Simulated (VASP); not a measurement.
# Native point defects of NbP, part 4 of 4

Aim: formation energies of the vacancies and antisites of NbP, in the two limits of its composition. The start is a computed cell from the Materials Project.

VASP 6.6.1, plane waves and PAW; the level of theory is named at each step.

So far. Step 5 (Reference P): The run ended after 20 ionic steps, 0.091 eV below its first step, once forces and stress met EDIFFG = -0.02. Step 5 (Reference P): Energy at zero smearing: -23.03176 eV.

## (6) The defect cell, 47 atoms, defect Nb vacancy

This step: PBEsol; plane waves and PAW (Nb_pv, P) (VASP 6.6.1).

System of this step: Nb23P24. The cell holds 47 atoms: 23 Nb and 24 P. Cell: a = 12.253 Å, b = 12.253 Å, c = 18.379 Å, α = 148.4°, β = 148.4°, γ = 45.2°. It derives from NbP. Nearest the centre at fractional (0.125, 0.375, 0.167): P40 at 2.53 Å, P36 at 2.53 Å, P24 at 2.53 Å, P33 at 2.53 Å, P28 at 2.53 Å, P32 at 2.53 Å, Nb12 at 3.28 Å, Nb16 at 3.28 Å.

The host is treated as a metal, since its gap is under 0.3 eV or closed. The atoms relax at the host's fixed cell.

Input file INCAR:

```
SYSTEM = Nb23P24
PREC = Normal
ENCUT = 300
EDIFF = 1E-05
NELM = 120
ISMEAR = 1
SIGMA = 0.2
LREAL = Auto
ALGO = Fast
GGA = PS
NBANDS = 224
LASPH = .TRUE.
LORBIT = 11
LWAVE = False
LCHARG = .TRUE.
KPAR = 4
NCORE = 2
IBRION = 2
NSW = 50
ISIF = 2
EDIFFG = -0.03
POTIM = 0.4
MAXMIX = 40
ISYM = 2
```

Input file POSCAR:

```
Nb23P24
1.0
   -3.3312328146      3.3312328146     11.3106934306
    3.3312328146     -3.3312328146     11.3106934306
    4.9968492219      4.9968492219    -16.9660401459
Nb P
23 24
Direct
    0.1251296500      0.3751296400      0.5000000000
    0.1251296500      0.3751296400      0.8333333300
    0.1251296500      0.8751296400      0.1666666700
    0.1251296500      0.8751296400      0.5000000000
    0.1251296500      0.8751296400      0.8333333300
    0.6251296400      0.3751296400      0.1666666700
    0.6251296400      0.3751296400      0.5000000000
    0.6251296400      0.3751296400      0.8333333300
    0.6251296400      0.8751296400      0.1666666700
    0.6251296400      0.8751296400      0.5000000000
    0.6251296400      0.8751296400      0.8333333300
    0.2501296400      0.2501296400      0.0000000000
    0.2501296400      0.2501296400      0.3333333300
    0.2501296400      0.2501296400      0.6666666700
    0.2501296400      0.7501296400      0.0000000000
    0.2501296400      0.7501296400      0.3333333300
    0.2501296400      0.7501296400      0.6666666700
    0.7501296400      0.2501296400      0.0000000000
    0.7501296400      0.2501296400      0.3333333300
    0.7501296400      0.2501296400      0.6666666700
    0.7501296400      0.7501296400      0.0000000000
    0.7501296400      0.7501296400      0.3333333300
    0.7501296400      0.7501296400      0.6666666700
    0.4161846400      0.1661846400      0.1666666700
    0.4161846400      0.1661846400      0.5000000000
    0.4161846400      0.1661846400      0.8333333300
    0.4161846400      0.6661846400      0.1666666700
    0.4161846400      0.6661846400      0.5000000000
    0.4161846400      0.6661846400      0.8333333300
    0.9161846400      0.1661846400      0.1666666700
    0.9161846400      0.1661846400      0.5000000000
    0.9161846400      0.1661846400      0.8333333300
    0.9161846400      0.6661846400      0.1666666700
    0.9161846400      0.6661846400      0.5000000000
    0.9161846400      0.6661846400      0.8333333300
    0.0411846400      0.0411846400      0.0000000000
    0.0411846400      0.0411846400      0.3333333300
    0.0411846400      0.0411846400      0.6666666700
    0.0411846400      0.5411846400      0.0000000000
    0.0411846400      0.5411846400      0.3333333300
    0.0411846400      0.5411846400      0.6666666700
    0.5411846400      0.0411846400      0.0000000000
    0.5411846400      0.0411846400      0.3333333300
    0.5411846400      0.0411846400      0.6666666700
    0.5411846400      0.5411846400      0.0000000000
    0.5411846400      0.5411846400      0.3333333300
    0.5411846400      0.5411846400      0.6666666700
```

Input file KPOINTS:

```
Automatic mesh
0
Gamma
4 4 3
0 0 0
```

PAW data sets: Nb_pv and P (PBE family, release 64).

On the command line:

```bash
> mpirun -np 8 vasp_std
```

What it wrote:

```text
[banner, memory and clock lines left out]
running    8 mpi-ranks, on    1 nodes
[...]
[... a notice as in an earlier step ...]

 LDA part: xc-table for (Slater+PW92), standard interpolation
 POSCAR, INCAR and KPOINTS ok, starting setup
[...]
entering main loop
       N       E                     dE             d eps       ncg     rms          rms(c)
DAV:   1     0.339733928313E+04    0.33973E+04   -0.12834E+05 11776   0.115E+03
DAV:   2    -0.129996182084E+03   -0.35273E+04   -0.34263E+04 15136   0.631E+02
DAV:   3    -0.442019304735E+03   -0.31202E+03   -0.29840E+03 19064   0.168E+02
DAV:   4    -0.461155964819E+03   -0.19137E+02   -0.18487E+02 18576   0.394E+01
[...]
RMM:  21    -0.433594821820E+03   -0.25501E-04   -0.25531E-04  8944   0.155E-02    0.111E-02
RMM:  22    -0.433594839211E+03   -0.17391E-04   -0.17742E-04  8618   0.981E-03    0.185E-02
RMM:  23    -0.433594847074E+03   -0.78627E-05   -0.87947E-05  8372   0.102E-02
   1 F= -.43359485E+03 E0= -.43359082E+03  d E =-.433595E+03
[...]
N       E                     dE             d eps       ncg     rms          rms(c)
DAV:   1    -0.433525160524E+03    0.69679E-01   -0.10034E+01 15032   0.125E+01    0.133E+00
RMM:   2    -0.433642927707E+03   -0.11777E+00   -0.13768E+00 16509   0.345E+00    0.930E-01
RMM:   3    -0.433684022938E+03   -0.41095E-01   -0.37857E-01 17275   0.160E+00    0.118E+00
RMM:   4    -0.433682629071E+03    0.13939E-02   -0.28352E-02 15799   0.610E-01    0.663E-01
[...]
RMM:  10    -0.433682198198E+03   -0.29148E-05   -0.16267E-04 11817   0.291E-02    0.244E-01
RMM:  11    -0.433682213237E+03   -0.15039E-04   -0.11889E-04 10333   0.221E-02    0.203E-01
RMM:  12    -0.433682218027E+03   -0.47902E-05   -0.54380E-05  8185   0.162E-02
   2 F= -.43368222E+03 E0= -.43368090E+03  d E =-.873710E-01
 trial-energy change:   -0.087371  1 .order   -0.086891   -0.128214   -0.045568
 step:   1.5236(harm=  1.5514)  dis= 0.03395  next Energy=  -433.694216 (dE=-0.994E-01)
[...]
N       E                     dE             d eps       ncg     rms          rms(c)
DAV:   1    -0.433652393419E+03    0.29820E-01   -0.27336E+00 14560   0.657E+00    0.707E-01
RMM:   2    -0.433683736043E+03   -0.31343E-01   -0.34283E-01 16294   0.173E+00    0.365E-01
RMM:   3    -0.433693809767E+03   -0.10074E-01   -0.87730E-02 17171   0.739E-01    0.255E-01
RMM:   4    -0.433694874085E+03   -0.10643E-02   -0.77351E-03 18286   0.231E-01    0.223E-01
[...]
RMM:   8    -0.433695085389E+03   -0.14701E-04   -0.14279E-04 10614   0.213E-02    0.129E-01
RMM:   9    -0.433695096278E+03   -0.10889E-04   -0.70979E-05  9247   0.196E-02    0.125E-01
RMM:  10    -0.433695099616E+03   -0.33376E-05   -0.41990E-05  8557   0.149E-02
   3 F= -.43369510E+03 E0= -.43369515E+03  d E =-.100253E+00
[...]
N       E                     dE             d eps       ncg     rms          rms(c)
DAV:   1    -0.433689417392E+03    0.56789E-02   -0.21837E+00 14176   0.562E+00    0.582E-01
RMM:   2    -0.433722697513E+03   -0.33280E-01   -0.30319E-01 16382   0.166E+00    0.294E+00
 hard stop encountered!  aborting job ...
|                                                                             |
|           W    W    AA    RRRRR   N    N  II  N    N   GGGG   !!!           |
|           W    W   A  A   R    R  NN   N  II  NN   N  G    G  !!!           |
|           W    W  A    A  R    R  N N  N  II  N N  N  G       !!!           |
|           W WW W  AAAAAA  RRRRR   N  N N  II  N  N N  G  GGG   !            |
|           WW  WW  A    A  R   R   N   NN  II  N   NN  G    G                |
|           W    W  A    A  R    R  N    N  II  N    N   GGGG   !!!           |
|                                                                             |
|     The electronic self-consistency was not achieved in the given           |
|     number of steps (NELM). The forces and other quantities evaluated       |
|     might not be reliable so examine the results carefully. If you find     |
|     spurious results, we suggest increasing NELM, if you were close to      |
|     convergence or switching to a different ALGO or adjusting the           |
|     density mixing parameters otherwise.                                    |
|                                                                             |

 soft stop encountered!  aborting job ...
```

Run time: 51 min. Hardware: 8 MPI ranks of Intel Xeon Platinum 8259CL at 2.50GHz (Skylake/Cascade Lake), shared host.

The run was stopped at its time limit, so it gives no result of its own.

## (7) Relaxing the defect, 47 atoms, defect P vacancy

System of this step: Nb24P23. The cell holds 47 atoms: 24 Nb and 23 P. Its edges and angles: a = 12.253 Å, b = 12.253 Å, c = 18.379 Å, α = 148.4°, β = 148.4°, γ = 45.2°. It derives from NbP. Nearest the centre at fractional (0.416, 0.166, 0.167): Nb13 at 2.53 Å, Nb20 at 2.53 Å, Nb1 at 2.53 Å, Nb6 at 2.53 Å, Nb8 at 2.53 Å, Nb10 at 2.53 Å, P43 at 3.28 Å, P42 at 3.28 Å.

INCAR, as its differences from that of step 6:

```diff
@@ -1,2 +1,2 @@
-SYSTEM = Nb23P24
+SYSTEM = Nb24P23
 PREC = Normal
```

POSCAR, as its differences from that of step 6:

```diff
@@ -1,2 +1,2 @@
-Nb23P24
+Nb24P23
 1.0
@@ -6,4 +6,5 @@
 Nb P
-23 24
+24 23
 Direct
+    0.1251296500      0.3751296400      0.1666666700
     0.1251296500      0.3751296400      0.5000000000
@@ -31,3 +32,2 @@
     0.7501296400      0.7501296400      0.6666666700
-    0.4161846400      0.1661846400      0.1666666700
     0.4161846400      0.1661846400      0.5000000000
```

KPOINTS is that of step 6.

On the command line:

```bash
> mpirun -np 8 vasp_std
```

What it wrote:

```text
[... set-up lines as in an earlier step ...]
 entering main loop
       N       E                     dE             d eps       ncg     rms          rms(c)
DAV:   1     0.351110975397E+04    0.35111E+04   -0.13116E+05 11792   0.118E+03
DAV:   2    -0.124008132878E+03   -0.36351E+04   -0.35412E+04 15080   0.649E+02
DAV:   3    -0.446839826692E+03   -0.32283E+03   -0.30887E+03 19240   0.173E+02
DAV:   4    -0.467640681527E+03   -0.20801E+02   -0.20001E+02 18760   0.397E+01
[...]
RMM:  22    -0.439289931004E+03   -0.25811E-04   -0.23580E-04  8836   0.113E-02    0.145E-02
RMM:  23    -0.439289938748E+03   -0.77446E-05   -0.16570E-04  8600   0.133E-02    0.106E-02
RMM:  24    -0.439289947404E+03   -0.86554E-05   -0.99222E-05  8339   0.103E-02
   1 F= -.43928995E+03 E0= -.43929852E+03  d E =-.439290E+03
[...]
N       E                     dE             d eps       ncg     rms          rms(c)
DAV:   1    -0.439314904179E+03   -0.24965E-01   -0.29035E+00 15184   0.561E+00    0.738E-01
RMM:   2    -0.439364757805E+03   -0.49854E-01   -0.40172E-01 16011   0.195E+00    0.181E+00
RMM:   3    -0.439356216592E+03    0.85412E-02   -0.95478E-02 17650   0.887E-01    0.910E-01
RMM:   4    -0.439354598677E+03    0.16179E-02   -0.35289E-02 15574   0.459E-01    0.755E-01
[...]
RMM:  15    -0.439353006783E+03    0.96096E-05   -0.13609E-04 12510   0.199E-02    0.612E-02
RMM:  16    -0.439353006057E+03    0.72591E-06   -0.11885E-04 13435   0.210E-02    0.350E-02
RMM:  17    -0.439353010302E+03   -0.42451E-05   -0.51485E-05 10038   0.138E-02
   2 F= -.43935301E+03 E0= -.43936245E+03  d E =-.630629E-01
 trial-energy change:   -0.063063  1 .order   -0.063112   -0.089933   -0.036291
 step:   1.6765(harm=  1.6765)  dis= 0.02964  next Energy=  -439.365336 (dE=-0.754E-01)
[...]
N       E                     dE             d eps       ncg     rms          rms(c)
DAV:   1    -0.439348638299E+03    0.43678E-02   -0.13243E+00 14384   0.380E+00    0.500E-01
RMM:   2    -0.439361097514E+03   -0.12459E-01   -0.14501E-01 15524   0.128E+00    0.212E-01
RMM:   3    -0.439364734216E+03   -0.36367E-02   -0.35824E-02 17295   0.482E-01    0.567E-02
RMM:   4    -0.439365302278E+03   -0.56806E-03   -0.51143E-03 17920   0.166E-01    0.852E-02
RMM:   5    -0.439365401105E+03   -0.98827E-04   -0.14938E-03 15913   0.730E-02    0.671E-02
RMM:   6    -0.439365466144E+03   -0.65039E-04   -0.59415E-04 13581   0.343E-02    0.353E-02
 hard stop encountered!  aborting job ...
 [... a notice as in an earlier step ...]

 soft stop encountered!  aborting job ...
```

Run time: 51 min. Hardware: 8 MPI ranks.

The run was stopped at its time limit, so it gives no result of its own.

## (8) The defect cell, 48 atoms, defect Nb on the P site

System of this step: Nb25P23. The cell holds 48 atoms: 25 Nb and 23 P. Its edges and angles: a = 12.253 Å, b = 12.253 Å, c = 18.379 Å, α = 148.4°, β = 148.4°, γ = 45.2°. It derives from NbP. Nearest the centre at fractional (0.416, 0.166, 0.167): Nb25 at 0.00 Å, Nb13 at 2.53 Å, Nb20 at 2.53 Å, Nb1 at 2.53 Å, Nb6 at 2.53 Å, Nb8 at 2.53 Å, Nb10 at 2.53 Å, P44 at 3.28 Å.

INCAR, as its differences from that of step 7:

```diff
@@ -1,2 +1,2 @@
-SYSTEM = Nb24P23
+SYSTEM = Nb25P23
 PREC = Normal
@@ -10,3 +10,3 @@
 GGA = PS
-NBANDS = 224
+NBANDS = 232
 LASPH = .TRUE.
```

POSCAR, as its differences from that of step 7:

```diff
@@ -1,2 +1,2 @@
-Nb24P23
+Nb25P23
 1.0
@@ -6,3 +6,3 @@
 Nb P
-24 23
+25 23
 Direct
@@ -32,2 +32,3 @@
     0.7501296400      0.7501296400      0.6666666700
+    0.4161846400      0.1661846400      0.1666666700
     0.4161846400      0.1661846400      0.5000000000
```

KPOINTS is that of step 7.

On the command line:

```bash
> mpirun -np 8 vasp_std
```

What it wrote:

```text
[... set-up lines as in an earlier step ...]
 entering main loop
       N       E                     dE             d eps       ncg     rms          rms(c)
DAV:   1     0.365419048963E+04    0.36542E+04   -0.13493E+05 12128   0.119E+03
DAV:   2    -0.109049019358E+03   -0.37632E+04   -0.36575E+04 15168   0.650E+02
DAV:   3    -0.450316651625E+03   -0.34127E+03   -0.32556E+03 19872   0.169E+02
DAV:   4    -0.473932675265E+03   -0.23616E+02   -0.22644E+02 19448   0.407E+01
[...]
RMM:  24    -0.447656499145E+03   -0.15959E-04   -0.16276E-04  8553   0.873E-03    0.655E-03
RMM:  25    -0.447656510025E+03   -0.10881E-04   -0.11637E-04  7307   0.612E-03    0.634E-03
RMM:  26    -0.447656516197E+03   -0.61719E-05   -0.63569E-05  6707   0.583E-03
   1 F= -.44765652E+03 E0= -.44765543E+03  d E =-.447657E+03
[...]
N       E                     dE             d eps       ncg     rms          rms(c)
DAV:   1    -0.446388088451E+03    0.12684E+01   -0.12149E+02 14688   0.438E+01    0.623E+00
RMM:   2    -0.450691840993E+03   -0.43038E+01   -0.27528E+01 16818   0.143E+01    0.105E+01
RMM:   3    -0.448392699224E+03    0.22991E+01   -0.47631E+00 14478   0.812E+00    0.664E+00
RMM:   4    -0.448209214967E+03    0.18348E+00   -0.23230E+00 15566   0.346E+00    0.562E+00
[...]
RMM:  14    -0.448220469065E+03    0.46149E-04   -0.51560E-04 14406   0.450E-02    0.132E+00
RMM:  15    -0.448220723597E+03   -0.25453E-03   -0.80382E-04 14454   0.401E-02    0.122E+00
RMM:  16    -0.448220634887E+03    0.88710E-04   -0.16386E-04 12566   0.233E-02    0.115E+00
 hard stop encountered!  aborting job ...
 [... a notice as in an earlier step ...]

 soft stop encountered!  aborting job ...
```

It took 51 min on 8 MPI ranks.

The run was stopped at its time limit, so it gives no result of its own.

## (9) The defect cell, 48 atoms, defect P on the Nb site

This step: PBEsol; plane waves and PAW (P, Nb_pv) (VASP 6.6.1).

System of this step: Nb23P25. The cell holds 48 atoms: 25 P and 23 Nb. Cell: a = 12.253 Å, b = 12.253 Å, c = 18.379 Å, α = 148.4°, β = 148.4°, γ = 45.2°. It derives from NbP. Nearest the centre at fractional (0.125, 0.375, 0.167): P1 at 0.00 Å, P18 at 2.53 Å, P14 at 2.53 Å, P2 at 2.53 Å, P11 at 2.53 Å, P6 at 2.53 Å, P10 at 2.53 Å, Nb37 at 3.28 Å.

INCAR, as its differences from that of step 8:

```diff
@@ -1,2 +1,2 @@
-SYSTEM = Nb25P23
+SYSTEM = Nb23P25
 PREC = Normal
@@ -10,3 +10,3 @@
 GGA = PS
-NBANDS = 232
+NBANDS = 224
 LASPH = .TRUE.
```

Input file POSCAR:

```
Nb23P25
1.0
   -3.3312328146      3.3312328146     11.3106934306
    3.3312328146     -3.3312328146     11.3106934306
    4.9968492219      4.9968492219    -16.9660401459
P Nb
25 23
Direct
    0.1251296500      0.3751296400      0.1666666700
    0.4161846400      0.1661846400      0.1666666700
    0.4161846400      0.1661846400      0.5000000000
    0.4161846400      0.1661846400      0.8333333300
    0.4161846400      0.6661846400      0.1666666700
    0.4161846400      0.6661846400      0.5000000000
    0.4161846400      0.6661846400      0.8333333300
    0.9161846400      0.1661846400      0.1666666700
    0.9161846400      0.1661846400      0.5000000000
    0.9161846400      0.1661846400      0.8333333300
    0.9161846400      0.6661846400      0.1666666700
    0.9161846400      0.6661846400      0.5000000000
    0.9161846400      0.6661846400      0.8333333300
    0.0411846400      0.0411846400      0.0000000000
    0.0411846400      0.0411846400      0.3333333300
    0.0411846400      0.0411846400      0.6666666700
    0.0411846400      0.5411846400      0.0000000000
    0.0411846400      0.5411846400      0.3333333300
    0.0411846400      0.5411846400      0.6666666700
    0.5411846400      0.0411846400      0.0000000000
    0.5411846400      0.0411846400      0.3333333300
    0.5411846400      0.0411846400      0.6666666700
    0.5411846400      0.5411846400      0.0000000000
    0.5411846400      0.5411846400      0.3333333300
    0.5411846400      0.5411846400      0.6666666700
    0.1251296500      0.3751296400      0.5000000000
    0.1251296500      0.3751296400      0.8333333300
    0.1251296500      0.8751296400      0.1666666700
    0.1251296500      0.8751296400      0.5000000000
    0.1251296500      0.8751296400      0.8333333300
    0.6251296400      0.3751296400      0.1666666700
    0.6251296400      0.3751296400      0.5000000000
    0.6251296400      0.3751296400      0.8333333300
    0.6251296400      0.8751296400      0.1666666700
    0.6251296400      0.8751296400      0.5000000000
    0.6251296400      0.8751296400      0.8333333300
    0.2501296400      0.2501296400      0.0000000000
    0.2501296400      0.2501296400      0.3333333300
    0.2501296400      0.2501296400      0.6666666700
    0.2501296400      0.7501296400      0.0000000000
    0.2501296400      0.7501296400      0.3333333300
    0.2501296400      0.7501296400      0.6666666700
    0.7501296400      0.2501296400      0.0000000000
    0.7501296400      0.2501296400      0.3333333300
    0.7501296400      0.2501296400      0.6666666700
    0.7501296400      0.7501296400      0.0000000000
    0.7501296400      0.7501296400      0.3333333300
    0.7501296400      0.7501296400      0.6666666700
```

KPOINTS is that of step 8.

The projector-augmented-wave data sets are P and Nb_pv (PBE family, release 64).

On the command line:

```bash
> mpirun -np 8 vasp_std
```

What it wrote:

```text
[banner, memory and clock lines left out]
running    8 mpi-ranks, on    1 nodes
[...]
[... a notice as in an earlier step ...]

 LDA part: xc-table for (Slater+PW92), standard interpolation
 POSCAR, INCAR and KPOINTS ok, starting setup
[...]
entering main loop
       N       E                     dE             d eps       ncg     rms          rms(c)
DAV:   1     0.343347156449E+04    0.34335E+04   -0.13004E+05 11792   0.117E+03
DAV:   2    -0.126804069007E+03   -0.35603E+04   -0.34647E+04 15192   0.638E+02
DAV:   3    -0.446371707906E+03   -0.31957E+03   -0.30650E+03 19120   0.171E+02
DAV:   4    -0.466406252641E+03   -0.20035E+02   -0.19370E+02 18680   0.397E+01
[...]
RMM:  35    -0.439494737818E+03    0.39475E-03   -0.64672E-04 17035   0.464E-02    0.921E-02
RMM:  36    -0.439494657247E+03    0.80571E-04   -0.56915E-04 14839   0.321E-02    0.307E-02
RMM:  37    -0.439494651047E+03    0.62007E-05   -0.79653E-05 10808   0.159E-02
   1 F= -.43949465E+03 E0= -.43949974E+03  d E =-.439495E+03
[...]
N       E                     dE             d eps       ncg     rms          rms(c)
DAV:   1    -0.439418489792E+03    0.76167E-01   -0.96464E+00 14664   0.123E+01    0.128E+00
RMM:   2    -0.439617423077E+03   -0.19893E+00   -0.15547E+00 16380   0.357E+00    0.207E+00
RMM:   3    -0.439722455421E+03   -0.10503E+00   -0.58665E-01 17932   0.170E+00    0.250E+00
RMM:   4    -0.439598052350E+03    0.12440E+00   -0.92772E-02 14169   0.105E+00    0.182E+00
RMM:   5    -0.439562955009E+03    0.35097E-01   -0.21240E-01 15550   0.854E-01    0.118E+00
RMM:   6    -0.439617618206E+03   -0.54663E-01   -0.35538E-01 15877   0.830E-01    0.125E+00
RMM:   7    -0.439592231931E+03    0.25386E-01   -0.34934E-02 14815   0.460E-01    0.890E-01
 hard stop encountered!  aborting job ...
 [... a notice as in an earlier step ...]

 soft stop encountered!  aborting job ...
```

It took 51 min on 8 MPI ranks.

The run was stopped at its time limit, so it gives no result of its own.

## (10) Summary of results

```json
{
 "result": "none"
}
```

What this shows: The session ends without its result: «relax the defect» met its time limit.

[Lines on the potential files, build, host, timing and source positions are cut from VASP's logs without a mark.]

[Logs are printed without paths, hosts, clocks, repeated set-up lines and the standing remarks that a program may print on its own settings, such as how far it seeks lower states.]

[Hosts, paths, dates, database ids (printed as entryN), source tags and the programs' standing remarks are cut or masked in the printed files.]

[In band tables of VASP the shares of atoms and orbitals are scaled to a sum of 1 inside the atoms' spheres.]

[Runs that stopped without an error message from VASP are left out.]
